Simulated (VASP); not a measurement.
# BeZn2Se3 (Cmc2_1) in VASP: band structure with PBE

Aim: the band structure of BeZn2Se3 with PBE.

Program: VASP 6.6.1. These are calculated values, not measurements. Logs are shortened: lines on timing, memory, paths and dates and some standing lists are left out, and cuts for length are marked.

### 1 The structure

The structure is orthorhombic, space group Cmc2_1 (No. 36). Conventional cell: a = 11.747 Å, b = 6.785 Å, c = 6.427 Å, α = 90.00°, β = 90.00°, γ = 90.00°. Around Be (site symmetry m) lie 4 Se at 2.25 to 2.28 Å. Zn (site symmetry 1) has 4 Se at 2.48 Å as nearest neighbours. Se (site symmetry 1) has 1 Be at 2.25 Å and 3 Zn at 2.48 Å as nearest neighbours. Se (site symmetry m) has 2 Be at 2.25 to 2.28 Å and 2 Zn at 2.48 Å as nearest neighbours.

The cell was built by a generator and needn't be a form met in nature.

### 2 Band structure, PBE

The input, INCAR:

```
  PREC = Accurate
  ENCUT = 520
  EDIFF = 1E-6
  ISMEAR = 0
  SIGMA = 0.03
  LREAL = False
  LASPH = True
  NELM = 100
  ALGO = Normal
  ISIF = 2
  LWAVE = False
  LCHARG = False
  GGA = PE
  KPAR = 2
```

The input, KPOINTS:

```
regular mesh
0
Gamma
  4 4 4
```

The input, POSCAR:

```
BeZn2Se3
1.0
    5.8733800000     -3.3922900000      0.0000000000
    5.8733800000      3.3922900000      0.0000000000
    0.0000000000      0.0000000000      6.4265200000
Be Zn Se
2 4 6
Direct
    0.8416970000      0.1583030000      0.0002020000
    0.1583030000      0.8416970000      0.5002020000
    0.4934170000      0.8318020000      0.0034300000
    0.1681980000      0.5065830000      0.0034300000
    0.5065830000      0.1681980000      0.5034300000
    0.8318020000      0.4934170000      0.5034300000
    0.5243990000      0.1649870000      0.8888030000
    0.8350130000      0.4756010000      0.8888030000
    0.1439430000      0.8560570000      0.8550930000
    0.1649870000      0.5243990000      0.3888030000
    0.4756010000      0.8350130000      0.3888030000
    0.8560570000      0.1439430000      0.3550930000
```

The input, KPOINTS_OPT:

```
path GXSRAZGYX1A1TY,ZT
10
line-mode
reciprocal
 0.0000000000  0.0000000000  0.0000000000  G
 0.3333968703 -0.3333968703  0.0000000000  X

 0.3333968703 -0.3333968703  0.0000000000  X
 0.0000000000 -0.5000000000  0.0000000000  S

 0.0000000000 -0.5000000000  0.0000000000  S
 0.0000000000 -0.5000000000 -0.5000000000  R

 0.0000000000 -0.5000000000 -0.5000000000  R
 0.3333968703 -0.3333968703 -0.5000000000  A

 0.3333968703 -0.3333968703 -0.5000000000  A
 0.0000000000  0.0000000000 -0.5000000000  Z

 0.0000000000  0.0000000000 -0.5000000000  Z
 0.0000000000  0.0000000000  0.0000000000  G

 0.0000000000  0.0000000000  0.0000000000  G
-0.5000000000 -0.5000000000  0.0000000000  Y

-0.5000000000 -0.5000000000  0.0000000000  Y
-0.3333968703 -0.6666031297  0.0000000000  X1

-0.3333968703 -0.6666031297  0.0000000000  X1
-0.3333968703 -0.6666031297 -0.5000000000  A1

-0.3333968703 -0.6666031297 -0.5000000000  A1
-0.5000000000 -0.5000000000 -0.5000000000  T

-0.5000000000 -0.5000000000 -0.5000000000  T
-0.5000000000 -0.5000000000  0.0000000000  Y

 0.0000000000  0.0000000000 -0.5000000000  Z
-0.5000000000 -0.5000000000 -0.5000000000  T
```

Potentials or basis: VASP PAW PBE potentials, release 64 (Be, Zn, Se).

Run with:

```bash
$ cat potpaw_PBE.64/Be/POTCAR potpaw_PBE.64/Zn/POTCAR potpaw_PBE.64/Se/POTCAR > POTCAR
$ mpirun -np 2 vasp_std > vasp.out
```

OUTCAR:

```text
PREC = Accurate
   ENCUT = 520
   EDIFF = 1E-6
   ISMEAR = 0
   LREAL = False
   LASPH = True
   NELM = 100
   ISIF = 2
   GGA = PE

 ion  position               nearest neighbor table
   1  0.842  0.158  0.000-   7 2.25   8 2.25   9 2.25  12 2.28
   2  0.158  0.842  0.500-  10 2.25  11 2.25  12 2.25   9 2.28
   3  0.493  0.832  0.003-  11 2.48   8 2.48   9 2.48   7 2.48
   4  0.168  0.507  0.003-  10 2.48   7 2.48   9 2.48   8 2.48
   5  0.507  0.168  0.503-   7 2.48  10 2.48  12 2.48  11 2.48
   6  0.832  0.493  0.503-   8 2.48  11 2.48  12 2.48  10 2.48
   7  0.524  0.165  0.889-   1 2.25   5 2.48   4 2.48   3 2.48
   8  0.835  0.476  0.889-   1 2.25   6 2.48   3 2.48   4 2.48
   9  0.144  0.856  0.855-   1 2.25   2 2.28   3 2.48   4 2.48
  10  0.165  0.524  0.389-   2 2.25   4 2.48   5 2.48   6 2.48
  11  0.476  0.835  0.389-   2 2.25   3 2.48   6 2.48   5 2.48
  12  0.856  0.144  0.355-   2 2.25   1 2.28   5 2.48   6 2.48

  LATTYP: Found a base centered orthorhombic cell.
 ALAT       =     6.7845800000
 B/A-ratio  =     1.7313908893
 C/A-ratio  =     0.9472244413

  Lattice vectors:

 A1 = (  -5.8733800000,  -3.3922900000,   0.0000000000)
 A2 = (   5.8733800000,  -3.3922900000,   0.0000000000)
 A3 = (   0.0000000000,   0.0000000000,   6.4265200000)

Analysis of symmetry for initial positions (statically):
=====================================================================
 Subroutine PRICEL returns:
 Original cell was already a primitive cell.

 Routine SETGRP: Setting up the symmetry group for a
 base centered orthorhombic supercell.

 Subroutine GETGRP returns: Found  4 space group operations
 (whereof  2 operations were pure point group operations)
 out of a pool of  8 trial point group operations.

The static configuration has the point symmetry C_1h.
 The point group associated with its full space group is C_2v.

Analysis of symmetry for dynamics (positions and initial velocities):
=====================================================================
 Subroutine PRICEL returns:
 Original cell was already a primitive cell.

 Routine SETGRP: Setting up the symmetry group for a
 base centered orthorhombic supercell.

 Subroutine GETGRP returns: Found  4 space group operations
 (whereof  2 operations were pure point group operations)
 out of a pool of  8 trial point group operations.

[... 125 lines left out ...]
   POTIM  = 0.5000    time-step for ionic-motion
   TEBEG  =    0.0;   TEEND  =   0.0 temperature during run
   PSTRESS=    0.0 pullay stress
   NELECT =      88.0000    total number of electrons
   NUPDOWN=      -1.0000    fix difference up-down
   EMIN   =  10.00;   EMAX   =-10.00  energy-range for DOS
   EFERMI =   0.00;   METHOD = LEGACY
   ISMEAR =     0;   SIGMA  =   0.03  broadening in eV -4-tet -1-fermi 0-gaus
   EFERMI_NEDOS =   21; number of points for ismear=-14 and -15
   IALGO  =     38    algorithm
   IMIX   =      4    mixing-type and parameters
     AMIX     =   0.40;   BMIX     =  1.00
     AMIX_MAG =   1.60;   BMIX_MAG =  1.00
  volume/ion in A,a.u.               =      21.34       144.01
  Fermi-wavevector in a.u.,A,eV,Ry     =   1.146674  2.166900 17.889783  1.314862
  Thomas-Fermi vector in A             =   2.283358
   LORBIT       =      0    0 simple, 1 ext, 2 COOP (PROOUT), +10 PAW based schemes
   GGA     = PE    functional components
   LHFCALC =     F    Hartree Fock is set to
   AEXX    =    0.0000 exact exchange contribution
   IVDW    =     0    specifies the selected vdW correction
   LEPSILON=     F    determine dielectric tensor
   LRPA    =     F    only Hartree local field effects (RPA)
 non-spin polarized calculation
 Gauss-broadening in eV      SIGMA  =   0.03
  energy-cutoff  :      520.00
  volume of cell :      256.09
 maximum number of plane-waves:      6928
   NGX = 25   NGY = 25   NGZ = 23

 number of electron      87.9999955 magnetization

 Free energy of the ion-electron system (eV)
  ---------------------------------------------------
  ext. energy  EPLUGINS =         0.00000000
  ---------------------------------------------------
  free energy    TOTEN  =       -41.69302072 eV

  energy without entropy =      -41.69302072  energy(sigma->0) =      -41.69302072

 E-fermi :   2.0559     XC(G=0):  -9.2632

 val. band max:        1.9019725568   @ k =   0.0000   0.0000   0.0000
 cond. band min:       3.8718412938   @ k =   0.0000   0.0000   0.0000
 fundamental gap:      1.9698687370
 Fermi energy:         2.0559109737

 k-point     1 :       0.0000    0.0000    0.0000
  band No.  band energies     occupation
      1     -11.3708      2.00000
      2     -10.4821      2.00000
      3     -10.2237      2.00000
      4     -10.2150      2.00000
      5     -10.2140      2.00000
      6     -10.2116      2.00000
[... 1144 lines left out ...]
     51       6.5858      0.00000
     52       6.5858      0.00000

------------------------ aborting loop because EDIFF is reached ----------------------------------------

  FORCE on cell =-STRESS in cart. coord.  units (eV):
  Direction    XX          YY          ZZ          XY          YZ          ZX
  --------------------------------------------------------------------------------------
  -------------------------------------------------------------------------------------
  Total       -0.0560772     -0.0497460     -0.0589693      0.0000000      0.0000000      0.0000000
  in kB       -0.3508407     -0.3112303     -0.3689346      0.0000000      0.0000000      0.0000000
  external PRESSURE =      -0.3436685 kB  Pullay stress =       0.0000000 kB

 VOLUME and BASIS-vectors are now :
 -----------------------------------------------------------------------------
  energy-cutoff  :      520.00
  volume of cell :      256.09
      direct lattice vectors                 reciprocal lattice vectors
     5.873380000 -3.392290000  0.000000000     0.085129857 -0.147393059  0.000000000
     5.873380000  3.392290000  0.000000000     0.085129857  0.147393059  0.000000000
     0.000000000  0.000000000  6.426520000     0.000000000  0.000000000  0.155605211

 POSITION                                       TOTAL-FORCE (eV/Angst)
 -----------------------------------------------------------------------------------
      5.87338     -2.31827      0.00130        -0.000000      0.003499      0.001555
      5.87338      2.31827      3.21456        -0.000000     -0.003499      0.001555
      7.78351      1.14790      0.02204         0.000830      0.004004      0.000068
      3.96325      1.14790      0.02204        -0.000830      0.004004      0.000068
      3.96325     -1.14790      3.23530        -0.000830     -0.004004      0.000068
      7.78351     -1.14790      3.23530         0.000830     -0.004004      0.000068
      4.04903     -1.21923      5.71191        -0.000140      0.004017     -0.001172
      7.69773     -1.21923      5.71191         0.000140      0.004017     -0.001172
      5.87338      2.41570      5.49527        -0.000000      0.004849      0.000655
      4.04903      1.21923      2.49865        -0.000140     -0.004017     -0.001172
      7.69773      1.21923      2.49865         0.000140     -0.004017     -0.001172
      5.87338     -2.41570      2.28201        -0.000000     -0.004849      0.000655
 -----------------------------------------------------------------------------------
    total drift:                               -0.000000      0.000000     -0.005154

  FREE ENERGIE OF THE ION-ELECTRON SYSTEM (eV)
  ---------------------------------------------------
  free  energy   TOTEN  =       -41.6930207233 eV

  energy  without entropy=      -41.6930207233  energy(sigma->0) =      -41.69302072
```

Wall time 14 min (2 MPI ranks of AMD EPYC 7R13 (Zen 3), shared host); peak memory 0.55 GiB.

Results:

```
Free energy             : -41.6930 eV
Pressure                : 0.0 GPa
Largest force           : 0.005 eV/Å
Band gap on the k mesh  : 1.97 eV, direct
Band gap along the path : 1.97 eV, direct
```

Forces on the atoms (eV/Å):
```
Be   0.000  0.003  0.002
Be   0.000 -0.003  0.002
Zn   0.001  0.004  0.000
Zn  -0.001  0.004  0.000
Zn  -0.001 -0.004  0.000
Zn   0.001 -0.004  0.000
Se   0.000  0.004 -0.001
Se   0.000  0.004 -0.001
Se   0.000  0.005  0.001
Se   0.000 -0.004 -0.001
Se   0.000 -0.004 -0.001
Se   0.000 -0.005  0.001
```

Levels at the corners of the path, in eV from the valence-band top:
```tsv
point	band 41	band 42	band 43	band 44	band 45	band 46	band 47	band 48
Γ	-0.86	-0.12	-0.02	0.00	1.97	2.56	3.81	3.82
X	-1.06	-0.85	-0.72	-0.48	3.17	3.19	3.32	3.57
X	-1.06	-0.85	-0.72	-0.48	3.17	3.19	3.32	3.57
S	-0.94	-0.89	-0.82	-0.72	2.95	3.48	4.07	4.20
S	-0.94	-0.89	-0.82	-0.72	2.95	3.48	4.07	4.20
R	-1.35	-1.35	-1.26	-1.26	2.97	2.97	4.16	4.16
R	-1.35	-1.35	-1.26	-1.26	2.97	2.97	4.16	4.16
A	-1.40	-1.40	-1.07	-1.07	3.25	3.25	3.34	3.34
A	-1.40	-1.40	-1.07	-1.07	3.25	3.25	3.34	3.34
Z	-0.49	-0.49	-0.47	-0.47	2.98	2.98	3.96	3.96
Z	-0.49	-0.49	-0.47	-0.47	2.98	2.98	3.96	3.96
Γ	-0.86	-0.12	-0.02	0.00	1.97	2.56	3.81	3.82
Γ	-0.86	-0.12	-0.02	0.00	1.97	2.56	3.81	3.82
Y	-0.90	-0.89	-0.77	-0.65	2.87	3.45	4.06	4.47
Y	-0.90	-0.89	-0.77	-0.65	2.87	3.45	4.06	4.47
X1	-1.06	-0.85	-0.72	-0.48	3.17	3.19	3.32	3.57
X1	-1.06	-0.85	-0.72	-0.48	3.17	3.19	3.32	3.57
A1	-1.40	-1.40	-1.07	-1.07	3.25	3.25	3.34	3.34
A1	-1.40	-1.40	-1.07	-1.07	3.25	3.25	3.34	3.34
T	-1.39	-1.39	-1.20	-1.20	3.08	3.08	4.10	4.10
T	-1.39	-1.39	-1.20	-1.20	3.08	3.08	4.10	4.10
Y	-0.90	-0.89	-0.77	-0.65	2.87	3.45	4.06	4.47
Z	-0.49	-0.49	-0.47	-0.47	2.98	2.98	3.96	3.96
T	-1.39	-1.39	-1.20	-1.20	3.08	3.08	4.10	4.10
```
